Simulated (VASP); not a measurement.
Computed with LDA (Ceperley-Alder, Perdew-Zunger), VASP's LDA PAW potentials (set 64) (plane waves; VASP 6.6.1).

VASP input:

### INCAR
```
ALGO = Normal
SIGMA = 0.1   # width (eV)
IBRION = 1   # quasi-Newton
NELM = 100
LREAL = .FALSE.   # projection in real space or not
ISIF = 2   # forces and stress, cell fixed
PREC = Accurate
ISMEAR = 1
LWAVE = .FALSE.
LASPH = .TRUE.
SYSTEM = Al3Sc
EDIFFG = -0.001
NSW = 30
ENCUT = 400   # plane-wave cut-off (eV)
LMAXMIX = 4
EDIFF = 1E-8   # SCF stop (eV)
LCHARG = .FALSE.
```

### POSCAR
```
Al3Sc
1.0
  4.0344228547   0.0000000000   0.0000000000
  0.0000000000   4.0344228547   0.0000000000
  0.0000000000   0.0000000000   4.0344228547
Sc Al
1 3
Cartesian
  0.0000000000   0.0000000000   0.0000000000
  0.0000000000   2.0172114273   2.0172114273
  2.0172114273   0.0000000000   2.0172114273
  2.0172114273   2.0172114273   0.0000000000
```

KPOINTS:
```
Automatic mesh
0
gamma
7 7 7
```

POTCAR, in this order: Sc_sv Al (LDA.64 set). Program: vasp_std.

What VASP printed:

OUTCAR:
```
 ion  position               nearest neighbor table
   1  0.000  0.000  0.000-   2 2.85   3 2.85   4 2.85   2 2.85   3 2.85   2 2.85   4 2.85   2 2.85
                             3 2.85   4 2.85   3 2.85   4 2.85
   2  0.000  0.500  0.500-   1 2.85   3 2.85   4 2.85   1 2.85   4 2.85   1 2.85   3 2.85   1 2.85
                             3 2.85   4 2.85   4 2.85   3 2.85
   3  0.500  0.000  0.500-   1 2.85   2 2.85   4 2.85   1 2.85   4 2.85   2 2.85   4 2.85   4 2.85
                             1 2.85   2 2.85   1 2.85   2 2.85
   4  0.500  0.500  0.000-   1 2.85   2 2.85   3 2.85   2 2.85   3 2.85   1 2.85   3 2.85   3 2.85
                             1 2.85   2 2.85   2 2.85   1 2.85
  LATTYP: Found a simple cubic cell.
 ALAT       =     4.0344228547
 Subroutine PRICEL returns:
 Original cell was already a primitive cell.
 Subroutine GETGRP returns: Found 48 space group operations
The static configuration has the point symmetry O_h .
The dynamic configuration has the point symmetry O_h .
 Subroutine INISYM returns: Found 48 space group operations
 Subroutine IBZKPT returns following result:
 Found     20 irreducible k-points:

 Following reciprocal coordinates:
            Coordinates               Weight
  0.000000  0.000000  0.000000      1.000000
  0.142857  0.000000  0.000000      6.000000
  0.285714  0.000000  0.000000      6.000000
  0.428571  0.000000  0.000000      6.000000
  0.142857  0.142857  0.000000     12.000000
  0.285714  0.142857  0.000000     24.000000
  0.428571  0.142857  0.000000     24.000000
  0.285714  0.285714  0.000000     12.000000
  0.428571  0.285714  0.000000     24.000000
  0.428571  0.428571  0.000000     12.000000
  0.142857  0.142857  0.142857      8.000000
  0.285714  0.142857  0.142857     24.000000
  0.428571  0.142857  0.142857     24.000000
  0.285714  0.285714  0.142857     24.000000
  0.428571  0.285714  0.142857     48.000000
  0.428571  0.428571  0.142857     24.000000
  0.285714  0.285714  0.285714      8.000000
  0.428571  0.285714  0.285714     24.000000
  0.428571  0.428571  0.285714     24.000000
  0.428571  0.428571  0.428571      8.000000
   k-points           NKPTS =     20   k-points in BZ     NKDIM =     20   number of bands    NBANDS=     14
   number of dos      NEDOS =    301   number of ions     NIONS =      4
   total plane-waves  NPLWV =  21952
   dimension x,y,z NGX =    28 NGY =   28 NGZ =   28
   dimension x,y,z NGXF=    56 NGYF=   56 NGZF=   56
   ions per type =               1   3
   PREC   = accura    normal or accurate (medium, high low for compatibility)
   ISTART =      0    job   : 0-new  1-cont  2-samecut
   ICHARG =      2    charge: 1-file 2-atom 10-const
   ISPIN  =      1    spin polarized calculation?
   LNONCOLLINEAR =      F non collinear calculations
   LSORBIT =      F    spin-orbit coupling
   INIWAV =      1    electr: 0-lowe 1-rand  2-diag
   ENCUT  =  400.0 eV  29.40 Ry    5.42 a.u.   6.58  6.58  6.58*2*pi/ulx,y,z
   NELM   =    100;   NELMIN=  2; NELMDL= -5     # of ELM steps
   EDIFF  = 0.1E-07   stopping-criterion for ELM
   LREAL  =      F    real-space projection
   NLSPLINE    = F    spline interpolate recip. space projectors
   LMAXMIX     =    4 max onsite mixed and CHGCAR
   VOSKOWN=      0    Vosko Wilk Nusair interpolation
   EDIFFG = -.1E-02   stopping-criterion for IOM
   NSW    =     30    number of steps for IOM
   NBLOCK =      1;   KBLOCK =     30    inner block; outer block
   IBRION =      1    ionic relax: 0-MD 1-quasi-New 2-CG
   NFREE  =      0    steps in history (QN), initial steepest desc. (CG)
   ISIF   =      2    stress and relaxation
   ISYM   =      2    0-nonsym 1-usesym 2-fastsym
   TEIN   =    0.0    initial temperature
   TEBEG  =    0.0;   TEEND  =   0.0 temperature during run
   SMASS  =  -3.00    Nose mass-parameter (am)
   PSTRESS=    0.0 pullay stress
   NELECT =      20.0000    total number of electrons
   EFERMI =   0.00;   METHOD = LEGACY
...
```

OSZICAR:
```
       N       E                     dE             d eps       ncg     rms          rms(c)
DAV:   1     0.102644607438E+03    0.10264E+03   -0.74015E+03   584   0.107E+03
DAV:   2    -0.146529610613E+02   -0.11730E+03   -0.11505E+03   600   0.343E+02
DAV:   3    -0.221447048969E+02   -0.74917E+01   -0.71464E+01   896   0.696E+01
DAV:   4    -0.222739150802E+02   -0.12921E+00   -0.12897E+00   802   0.939E+00
DAV:   5    -0.222766113420E+02   -0.26963E-02   -0.26952E-02   774   0.120E+00    0.963E+00
DAV:   6    -0.213763551191E+02    0.90026E+00   -0.46223E+00   940   0.270E+01    0.347E+00
DAV:   7    -0.213163053072E+02    0.60050E-01   -0.10674E-01   818   0.320E+00    0.204E+00
DAV:   8    -0.212889131165E+02    0.27392E-01   -0.43684E-02   936   0.200E+00    0.245E-01
DAV:   9    -0.212885867263E+02    0.32639E-03   -0.57632E-03   846   0.108E+00    0.178E-01
DAV:  10    -0.212883685199E+02    0.21821E-03   -0.72362E-04   892   0.367E-01    0.696E-02
DAV:  11    -0.212883659555E+02    0.25644E-05   -0.39972E-05   712   0.417E-02    0.351E-02
DAV:  12    -0.212883531989E+02    0.12757E-04   -0.91569E-05   930   0.120E-01    0.365E-03
DAV:  13    -0.212883530803E+02    0.11864E-06   -0.22858E-06   962   0.174E-02    0.154E-03
DAV:  14    -0.212883530739E+02    0.63576E-08   -0.95929E-08   834   0.374E-03
   1 F= -.21288353E+02 E0= -.21287957E+02  d E =-.212884E+02
```

**OUTCAR**
```
------------------------ aborting loop because EDIFF is reached ----------------------------------------
  FORCE on cell =-STRESS in cart. coord.  units (eV):
  Direction    XX          YY          ZZ          XY          YZ          ZX
  --------------------------------------------------------------------------------------
  Total       -0.0364093     -0.0364093     -0.0364093      0.0000000     -0.0000000     -0.0000000
  in kB       -0.8883383     -0.8883383     -0.8883383      0.0000000     -0.0000000     -0.0000000
  external PRESSURE =      -0.8883383 kB  Pullay stress =       0.0000000 kB
  volume of cell :       65.67
      direct lattice vectors                 reciprocal lattice vectors
     4.034422855  0.000000000  0.000000000     0.247866928  0.000000000  0.000000000
     0.000000000  4.034422855  0.000000000     0.000000000  0.247866928  0.000000000
     0.000000000  0.000000000  4.034422855     0.000000000  0.000000000  0.247866928
 POSITION                                       TOTAL-FORCE (eV/Angst)
 -----------------------------------------------------------------------------------
      0.00000      0.00000      0.00000         0.000000      0.000000      0.000000
      0.00000      2.01721      2.01721         0.000000      0.000000      0.000000
      2.01721      0.00000      2.01721         0.000000      0.000000      0.000000
      2.01721      2.01721      0.00000         0.000000      0.000000      0.000000
 -----------------------------------------------------------------------------------
    total drift:                               -0.000000     -0.000000     -0.000000
  FREE ENERGIE OF THE ION-ELECTRON SYSTEM (eV)
  ---------------------------------------------------
  free  energy   TOTEN  =       -21.2883530739 eV

  energy  without entropy=      -21.2871661537  energy(sigma->0) =      -21.28795743

 reached required accuracy - stopping structural energy minimisation
```
(Selected blocks of OUTCAR.)

The compound is Al3Sc in the L1_2 structure. It was relaxed first. The start is the result of an earlier pass.
